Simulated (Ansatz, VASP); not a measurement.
**Ta3SiO4 in VASP and in Ansatz**

```
Ta Si O
1.0
     4.51303    0.00000    0.00000
     0.00000    4.51303    0.00000
     0.00000    0.00000    4.51303
Ta Si O
3 1 4
Cartesian
  0.0000 2.2565 2.2565
  2.2565 0.0000 2.2565
  2.2565 2.2565 0.0000
  0.0000 0.0000 0.0000
  2.2565 0.0000 0.0000
  2.2565 2.2565 2.2565
  0.0000 0.0000 2.2565
  0.0000 2.2565 0.0000
```

Change from the starting cell: species swapped into the Mg3CuO4 type (Pm-3m, No. 221).

Alike in both runs: functional PBE; k mesh 4 × 4 × 4; occupations gaussian, width 0.1 eV; no spin polarisation.

Ansatz relaxed the structure, and its values are those at the end. VASP's run is a single point on that final structure, the one shown.

|  | VASP | Ansatz |
| --- | --- | --- |
| version | VASP 6.6.1 | Ansatz 0.2.0 |
| potentials or method | VASP PAW PBE potentials, release 64 (Ta_pv, Si, O) | scalar-relativistic, plane waves, PAW |
| plane-wave cutoff (eV) | 520 | 420 |
| valence electrons in the cell | 61 | 67 |

Ansatz gave:

```
gap on the k mesh at the Fermi level (eV) : none
pressure (GPa)                            : 0.1
```

Task: Which values does VASP return?

Result: gap on the k mesh at the Fermi level (eV): none; pressure (GPa): 0.4.

A gap of «none» marks a metal or a gap that the smearing closes. The two sets of potentials don't hold the same shells in valence.

Caveats: an odd number of electrons without spin polarisation forces a metal; a magnetic or distorted state may lie lower. The runs have no spin-orbit coupling, so splittings on Ta are missing.
